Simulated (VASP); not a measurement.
These are PBEsol GGA, VASP's PBE PAW potentials (set 64) (plane waves; VASP) values and carry that method's errors.

VASP input:

### INCAR
```
SYSTEM = CaO
PREC = Accurate; ENCUT = 620; LREAL = .FALSE.
LASPH = .TRUE.
EDIFF = 1E-6; NELM = 100; ALGO = Normal
ISMEAR = 0; SIGMA = 0.05
GGA = PS
IBRION = 2; NSW = 40; ISIF = 3
EDIFFG = -0.02; PSTRESS = 50
LWAVE = .FALSE.; LCHARG = .FALSE.
```

KPOINTS:
```
Automatic mesh
0
Gamma
10 10 10
0 0 0
```

POSCAR:
```
CaO
1
    0.0000000000     2.3559444065     2.3559444065
    2.3559444065     0.0000000000     2.3559444065
    2.3559444065     2.3559444065     0.0000000000
Ca O
1 1
Direct
  0.0000000000   0.0000000000   0.0000000000
  0.5000000000   0.5000000000   0.5000000000
```

POTCAR, in this order: Ca_sv O (PBE.64 set). Program: vasp_std.

The resulting files:

OSZICAR:
```
       N       E                     dE             d eps       ncg     rms          rms(c)
DAV:   1     0.142765699697E+03    0.14277E+03   -0.96111E+03  1128   0.158E+03
DAV:   2    -0.734587856837E+01   -0.15011E+03   -0.14183E+03  1300   0.361E+02
DAV:   3    -0.146845228321E+02   -0.73386E+01   -0.72780E+01  1440   0.822E+01
DAV:   4    -0.149261575325E+02   -0.24163E+00   -0.24146E+00  1652   0.133E+01
DAV:   5    -0.149279068938E+02   -0.17494E-02   -0.17493E-02  1376   0.130E+00    0.808E+00
DAV:   6    -0.134594414926E+02    0.14685E+01   -0.73152E+00  1308   0.263E+01    0.348E+00
DAV:   7    -0.134104431269E+02    0.48998E-01   -0.60704E-01  1536   0.798E+00    0.169E+00
DAV:   8    -0.133981512426E+02    0.12292E-01   -0.70176E-02  1292   0.306E+00    0.382E-01
DAV:   9    -0.133961668344E+02    0.19844E-02   -0.19318E-02  1400   0.118E+00    0.130E-01
DAV:  10    -0.133963804505E+02   -0.21362E-03   -0.17285E-03  1264   0.470E-01    0.223E-02
DAV:  11    -0.133963913829E+02   -0.10932E-04   -0.14461E-04  1572   0.119E-01    0.159E-02
DAV:  12    -0.133963877397E+02    0.36433E-05   -0.14797E-05  1348   0.472E-02    0.349E-03
DAV:  13    -0.133963876965E+02    0.43232E-07   -0.17219E-06  1064   0.123E-02
   1 F= -.12580210E+02 E0= -.12580210E+02  d E =-.125802E+02
```

File OUTCAR:
```
------------------------ aborting loop because EDIFF is reached ----------------------------------------
  FORCE on cell =-STRESS in cart. coord.  units (eV):
  Direction    XX          YY          ZZ          XY          YZ          ZX
  --------------------------------------------------------------------------------------
  Total        0.8173363      0.8173363      0.8173363     -0.0000000      0.0000000     -0.0000000
  in kB       50.0709998     50.0709998     50.0709998     -0.0000000      0.0000000     -0.0000000
  external PRESSURE =       0.0709998 kB  Pullay stress =      50.0000000 kB
  volume of cell :       26.15
      direct lattice vectors                 reciprocal lattice vectors
     0.000000000  2.355944406  2.355944406    -0.212229117  0.212229117  0.212229117
     2.355944406  0.000000000  2.355944406     0.212229117 -0.212229117  0.212229117
     2.355944406  2.355944406  0.000000000     0.212229117  0.212229117 -0.212229117
  FREE ENERGIE OF THE ION-ELECTRON SYSTEM (eV)
  ---------------------------------------------------
  free  energy   TOTEN  =       -13.3963876965 eV

  energy  without entropy=      -13.3963876965  energy(sigma->0) =      -13.39638770
  enthalpy is  TOTEN    =       -12.5802103584 eV   P V=        0.8161773381

 reached required accuracy - stopping structural energy minimisation
```
(Selected blocks of OUTCAR.)

**OUTCAR**
```
 val. band max:        2.5415773580   @ k =   0.0000   0.0000   0.0000

 cond. band min:       6.0418521435   @ k =   0.5000   0.5000   0.0000


 Fermi energy:         2.8247688963

 k-point     1 :       0.0000    0.0000    0.0000
  band No.  band energies     occupation
      1     -34.6100      2.00000
      2     -15.4013      2.00000
      3     -15.4013      2.00000
      4     -15.4013      2.00000
      5     -13.0195      2.00000
      6       2.5416      2.00000
      7       2.5416      2.00000
      8       2.5416      2.00000
      9       7.6011      0.00000
     10       8.8703      0.00000
     11       8.8703      0.00000
     12       8.8703      0.00000

 k-point     2 :       0.1000    0.0000    0.0000
  band No.  band energies     occupation
      1     -34.5968      2.00000
      2     -15.6058      2.00000
      3     -15.4075      2.00000
      4     -15.4075      2.00000
      5     -12.8105      2.00000
      6       2.1579      2.00000
      7       2.3838      2.00000
      8       2.3838      2.00000
      9       8.0724      0.00000
     10       8.8335      0.00000
     11       9.0582      0.00000
     12       9.0582      0.00000

 k-point     3 :       0.2000    0.0000    0.0000
  band No.  band energies     occupation
      1     -34.5622      2.00000
      2     -16.0364      2.00000
      3     -15.4237      2.00000
      4     -15.4237      2.00000
      5     -12.3671      2.00000
      6       1.3321      2.00000
      7       2.0077      2.00000
      8       2.0077      2.00000
      9       8.7968      0.00000
     10       9.2133      0.00000
     11       9.5782      0.00000
     12       9.5782      0.00000

 k-point     4 :       0.3000    0.0000    0.0000
  band No.  band energies     occupation
      1     -34.5190      2.00000
      2     -16.4592      2.00000
      3     -15.4435      2.00000
      4     -15.4435      2.00000
      5     -11.9259      2.00000
      6       0.5004      2.00000
...
```

The compound is CaO in the rock salt structure. It was relaxed first under an external pressure of 5 GPa.
